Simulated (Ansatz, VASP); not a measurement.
# Cross-check of Os (Osmium) between VASP and Ansatz, part 2 of 2

Aim: how closely do two programs agree when they are given the same cell, functional and k mesh? The structure shown is the end of the Ansatz relaxation below.

VASP 6.6.1 and Ansatz 0.2.0.

So far. Step 6 (VASP: single point, PBEsol, pair 2): The run ends at a pressure of 46.03 GPa.

## 7. Differences

What differs besides the data sets and the points named for the pairs above, as far as they apply: the data sets hold 32 valence electrons in Ansatz (on its PAW soft_1 files) and 16 in VASP. Total energies have different zeros and are not compared.

The two programs side by side:

```
      quantity  Ansatz   VASP  difference
pressure (GPa)   43.90  46.03       -2.14
```

## 8. Ansatz: relaxation, PBEsol

This run makes the geometry at which the two programs are then compared. The cell compared in this pair holds 26.67 Å³, against 25.56 Å³ for the pair before.

The structure compared here is the end of the Ansatz relaxation.

The input, input.yaml:

```yaml
crystal:
  lattice:
    - [2.6901638714, 0.0, 0.0]
    - [-1.3450819357, 2.329750253, 0.0]
    - [0.0, 0.0, 4.2555906634]
  atoms:
    - { symbol: Os, position: [0.3333333333, 0.6666666667, 0.25] }
    - { symbol: Os, position: [0.6666666667, 0.3333333333, 0.75] }
kpoints:
  mp_grid: { grid: [18, 18, 12] }
hamiltonian:
  xc: pbesol
  pseudopotentials: { kind: paw, azcp: { folder: soft_1 }, xc_functional: pbe }
scf:
  occupations: { method: methfessel_paxton, width: 0.2 }
output:
  forces: true
  stress: true
  eigenvalues: true
relax:
  adjacent_minimum: "off"
  f_tol: 0.001
  max_steps: 60
  cell: { stress_tol: 0.01, fix: [volume] }
```

Launch:

```console
> ansatz run input.yaml --threads 4 --pin off --max-ram 10240MiB --backend cpu --events-out ev --progress --plain --runs-dir out
```

Numbers of over 12 decimals in the logs are rounded to 6 here.

What it wrote:

```text
[...]
Crystal: 2 atoms, lattice volume = 26.672 Å³
Basis set: ecut = 420 eV, 537 PW (Γ), exchange–correlation on 36×36×60 points (8 copies of the dense FFT grid, shifted against one another)
Bands: 20, of which v1, the nominal top of the filled ones, is band 16 counted from 1 (15 counted from 0)
Symmetry: 24 space group operations
[...]
k-points: 259 of 3888
[...]
k-point 258: bands = [... 12 lower, 23.7221, 23.7221, 25.8667, 25.8667, 29.1198, 29.1198, 36.1809, 36.1809]
--- Relaxed structure (3 steps of the walk, 2 accepted, 1 SCFs on fresh bases) ---
[...]
cell:  # Å, volume = 26.6715 Å³
    - [2.689342, 0.0, 0.0]
    - [-1.344671, 2.329039, 0.0]
    - [0.0, 0.0, 4.258192]
  atoms:
    - { symbol: Os, position: [0.333333, 0.666667, 0.250000] }
    - { symbol: Os, position: [0.666667, 0.333333, 0.750000] }
[key lines of the parts left out:]
SCF converged after 4 iterations
Free energy (F): -22504.591702 eV
Fermi energy:    27.353775 eV
P = ⅓ Tr σ = 19.4444 GPa (194.444 kbar)
```

## 9. VASP: single point, PBEsol, pair 3

The same cell, functional, mesh and smearing now go to VASP, with its own data sets.

The input, INCAR:

```
SYSTEM = Os
PREC = Accurate
ENCUT = 600
EDIFF = 1E-06
NELM = 120
ISMEAR = 1
SIGMA = 0.2
LREAL = .FALSE.
ALGO = Normal
GGA = PS
NBANDS = 14
LASPH = .TRUE.
LORBIT = 11
LWAVE = .FALSE.
LCHARG = .FALSE.
ISIF = 2
GGA_COMPAT = .FALSE.
KPAR = 2
```

The input, POSCAR:

```
Os
1.0
    2.6893421895      0.0000000000      0.0000000000
   -1.3446710947      2.3290386555      0.0000000000
    0.0000000000      0.0000000000      4.2581915048
Os
2
Direct
    0.3333333333      0.6666666667      0.2500000000
    0.6666666667      0.3333333333      0.7500000000
```

The input, KPOINTS:

```
Automatic mesh
0
Gamma
18 18 12
0 0 0
```

Potentials, in the order of the species: Os (PBE family, release 64).

Launch:

```console
> mpirun -np 2 vasp_std
```

What it wrote:

```text
[... set-up lines as in an earlier step ...]
 entering main loop
       N       E                     dE             d eps       ncg     rms          rms(c)
DAV:   1     0.120926176013E+03    0.12093E+03   -0.82620E+03  7252   0.124E+03
DAV:   2    -0.195063956889E+02   -0.14043E+03   -0.12348E+03  7378   0.375E+02
DAV:   3    -0.258191299459E+02   -0.63127E+01   -0.59898E+01  9634   0.704E+01
DAV:   4    -0.258883649502E+02   -0.69235E-01   -0.68999E-01  7774   0.747E+00
[...]
DAV:  10    -0.244149947848E+02   -0.16458E-04   -0.61119E-05  9220   0.701E-02    0.839E-03
DAV:  11    -0.244149745264E+02    0.20258E-04   -0.46218E-06  8158   0.249E-02    0.143E-03
DAV:  12    -0.244149738030E+02    0.72349E-06   -0.10560E-07  4442   0.346E-03
   1 F= -.24414974E+02 E0= -.24415099E+02  d E =0.376211E-03
```

From OUTCAR (step 9):

```text
  Total        3.4426237      3.4426237      3.4281721      0.0000000     -0.0000000      0.0000000
  in kB      206.8007887    206.8007887    205.9326693      0.0000000     -0.0000000      0.0000000
  external PRESSURE =     206.5114156 kB  Pullay stress =       0.0000000 kB

 POSITION                                       TOTAL-FORCE (eV/Angst)
 -----------------------------------------------------------------------------------
     -0.00000      1.55269      1.06455        -0.000000     -0.000000      0.000000
      1.34467      0.77635      3.19364         0.000000      0.000000      0.000000
 -----------------------------------------------------------------------------------
    total drift:                               -0.000000      0.000000     -0.000000

  FREE ENERGIE OF THE ION-ELECTRON SYSTEM (eV)
  ---------------------------------------------------
  free  energy   TOTEN  =       -24.4149738030 eV

  energy  without entropy=      -24.4153500138  energy(sigma->0) =      -24.41509921

[... 1 part as in an earlier step ...]

[... 2 further parts left out ...]
[key lines of the parts left out:]
E-fermi :  10.0526
```

The run ends at a pressure of 20.65 GPa.

## 10. Comparison

What differs besides the data sets and the points named for the pairs above, as far as they apply: the data sets hold 32 valence electrons in Ansatz (on its PAW soft_1 files) and 16 in VASP. Total energies have different zeros and are not compared.

Both answers:

```csv
quantity,Ansatz,VASP,difference
pressure (GPa),19.44,20.65,-1.21
```

## 11. What the set-up changes

Further runs change the set-up of one program: Ansatz's method, potentials or start, or VASP's data sets, cutoff or form of LDA. The table gives that difference for each run.

```csv
run,pressure (GPa)
as above,-1.2
VASP with the data sets Os_sv_GW and a cutoff of 500 eV,2.7
```

## 12. Summary of results

```yaml
difference_in_pressure_single_point_pbesol_pair_1: -2.8 GPa
difference_in_pressure_single_point_pbesol_pair_2: -2.1 GPa
difference_in_pressure_single_point_pbesol_pair_3: -1.2 GPa
```

In words: The difference in pressure is -2.8 GPa (single point, PBEsol, pair 1), beyond the 1 GPa picked in this series as the mark of a large difference. The data sets hold unlike numbers of valence electrons (32 in Ansatz and 16 in VASP), so part of the differences comes from the potentials. Single point, PBEsol, pair 3, VASP with the data sets Os_sv_GW and a cutoff of 500 eV: the difference in pressure goes from -1.2 to 2.7 GPa. 3 further runs of this series are not shown here. How closely two codes agree says nothing of how well the functional describes the real material.

[Lines on the potential files, build, host, timing and source positions are cut from VASP's logs without a mark.]

[Logs are printed without paths, hosts, clocks, repeated set-up lines and the standing remarks that a program may print on its own settings, such as how far it seeks lower states.]

[Hosts, paths, dates, database ids (printed as entryN), source tags and the programs' standing remarks are cut or masked in the printed files.]
